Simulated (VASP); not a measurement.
Here is the system:

```xyz
1
Lattice="-1.5201 1.5201 1.5201 1.5201 -1.5201 1.5201 1.5201 1.5201 -1.5201" Properties=species:S:1:pos:R:3 pbc="T T T"
V      0.0000     0.0000     0.0000
```

Computed with vdW-DF2, VASP's PBE PAW potentials (set 64) (plane waves; VASP). Run with 520 eV cut-off, 19×19×19 Γ-centred mesh, tetrahedra with Blöchl corrections, potentials V_sv.

Task: Estimate the energy per atom (σ→0), band gap (on the k-mesh) with the smallest direct gap where there is one.

Result: 
```yaml
band gap (on the k-mesh): none (metal, semimetal or under 0.01 eV)
energy per atom (σ→0): -5133 meV/atom
```

Only differences to runs with the same potentials and settings are physical.

The compound is V in the bcc structure. It was relaxed first. The run is not spin-polarised, so no magnetic state was tried.
